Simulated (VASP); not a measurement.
An input for Quantum ESPRESSO's pw.x (written as the equivalent of a VASP run, and not itself run):

```
&CONTROL
  calculation = 'vc-relax'
  pseudo_dir = './pseudo'
  outdir = './out'
  tprnfor = .true.
  tstress = .true.
  nstep = 50
  forc_conv_thr = 0.00039
/
&SYSTEM
  ibrav = 0
  nat = 3
  ntyp = 2
  ecutwfc = 86
  occupations = 'smearing'
  smearing = 'fermi-dirac'
  degauss = 0.00735
  input_dft = 'pbe'
/
&ELECTRONS
  conv_thr = 7.3e-05
  electron_maxstep = 100
/
&IONS
/
&CELL
/
ATOMIC_SPECIES
  Ti 47.867 Ti.upf
  Se 78.971 Se.upf
CELL_PARAMETERS angstrom
     3.6312580    0.0000000    0.0000000
    -1.8156290    3.1447620    0.0000000
     0.0000000    0.0000000    6.4809300
ATOMIC_POSITIONS crystal
  Ti   0.0000000  0.0000000  0.0000000
  Se   0.3333330  0.6666670  0.2399300
  Se   0.6666670  0.3333330  0.7600700
K_POINTS automatic
  8 8 8 1 1 1
```

Problem. Translate this input to VASP (INCAR, KPOINTS, POSCAR, choice of POTCAR).

Solution. This is not unique; one that fits is 
**POSCAR**
```
TiSe2
1
    3.6312580000     0.0000000000     0.0000000000
   -1.8156290000     3.1447620000     0.0000000000
    0.0000000000     0.0000000000     6.4809300000
Ti Se
1 2
Direct
  0.0000000000   0.0000000000   0.0000000000
  0.3333330000   0.6666670000   0.2399300000
  0.6666670000   0.3333330000   0.7600700000
```

File KPOINTS:
```
Automatic mesh
0
Gamma
8 8 8
0.5 0.5 0.5
```

**INCAR**
```
IBRION = 2   ! conjugate gradients
SIGMA = 0.1   ! width (eV)
LCHARG = .FALSE.
LWAVE = .FALSE.
GGA = PE   ! PBE
NSW = 50
ISMEAR = -1
LREAL = .FALSE.
LMAXMIX = 4
EDIFF = 1E-03   ! SCF stop (eV)
NELM = 100   ! most electronic steps
EDIFFG = -0.01   ! ionic stop
SYSTEM = TiSe2
LASPH = .TRUE.
PREC = Accurate
ENCUT = 150   ! plane-wave cut-off (eV)
ISIF = 3
ALGO = Normal   ! blocked Davidson
```

POTCAR, in this order: Ti_sv Se (PBE.64 set). Program: vasp_std.

What does not carry over: the potentials are each code's own (VASP's PAW set, PseudoDojo norm-conserving files in pw.x), so ENCUT and ecutwfc are chosen apart and not converted; conv_thr bounds pw.x's estimated SCF error, while EDIFF bounds the energy change between steps; forc_conv_thr acts on force components and is met together with etot_conv_thr.

The structure comes from a computed database's TiSe2 entry; how it stands against other phases isn't given here. This run relaxes it. Symmetry was kept, so distortions that lower it aren't found. The run is one of a series of settings (EDIFF = 1E-03, EDIFFG = -0.01, ENCUT = 150, IBRION = 2, ISIF = 3, NSW = 50, KPOINTS 8×8×8 Γ-centred mesh shifted by (0.5, 0.5, 0.5) against the base run), some of them coarse on purpose.
